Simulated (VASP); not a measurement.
Input of a VASP 6.6.1 run:

POSCAR

```
VAgCl2
1.0
    3.7124528400      0.0000000000      0.0000000000
   -1.8562264200      3.2150810900      0.0000000000
   -1.8562264200      1.0716900000      7.5696249100
Ag Cl V
1 2 1
Direct
    0.0000000000      0.0000000000      0.0000000000
    0.1112000000      0.8888000000      0.3336000000
    0.8888000000      0.1112000000      0.6664000000
    0.5000000000      0.5000000000      0.5000000000
```

Contents of INCAR.step1:

```
  PREC = Accurate
  ENCUT = 520
  EDIFF = 1E-5
  ISMEAR = -1
  SIGMA = 0.0399
  LREAL = False
  LASPH = True
  NELM = 150
  ALGO = Normal
  ISIF = 2
  LWAVE = True
  LCHARG = False
  ISPIN = 2
  MAGMOM = 0 0 0 2.52
  LORBIT = 11
  LMAXMIX = 4
  NBANDS = 31
  GGA = PE
  ISYM = 0
```

The input INCAR.step2:

```
  PREC = Accurate
  ENCUT = 520
  EDIFF = 1E-6
  ISMEAR = -1
  SIGMA = 0.0399
  LREAL = False
  LASPH = True
  NELM = 150
  ALGO = Normal
  ISIF = 2
  LWAVE = False
  LCHARG = False
  ISPIN = 2
  MAGMOM = 0 0 0 2.52
  LORBIT = 11
  LMAXMIX = 4
  GGA = PE
  LHFCALC = True
  HFSCREEN = 0.2079
  PRECFOCK = Normal
  NBANDS = 31
  ISTART = 1
  ISYM = 0
```

The input KPOINTS:

```
Automatic mesh
0
Gamma
  3 3 1
```

Potentials or basis: VASP PAW PBE potentials, release 64 (Ag, Cl, V_sv).

The run is started by

```bash
$ cat potpaw_PBE.64/Ag/POTCAR potpaw_PBE.64/Cl/POTCAR potpaw_PBE.64/V_sv/POTCAR > POTCAR
$ cp INCAR.step1 INCAR
$ mpirun -np 1 vasp_std > vasp.out
$ cp INCAR.step2 INCAR
$ mpirun -np 1 vasp_std > vasp.out
```

Question: What does it give for the pressure?

Answer: 2.7 GPa.

Question: Estimate the site moments.

Answer: Ag -0.15; Cl -0.05; V +2.68 μB.

Question: Estimate the band gap on the k mesh.

Answer: None (metal or under the smearing width).

Question: Estimate the largest force.

Answer: 0.544 eV/Å.

Forces on the atoms (eV/Å):
```
Ag   0.000  0.000  0.000
Cl  -0.038  0.022  0.542
Cl   0.038 -0.022 -0.542
V    0.000  0.000  0.000
```

Caveat: the k mesh is coarse (spacing up to 0.83 Å⁻¹), so the values aren't converged, least of all with exact exchange; the PAW data sets were made with another functional, which shifts forces and pressure a little.
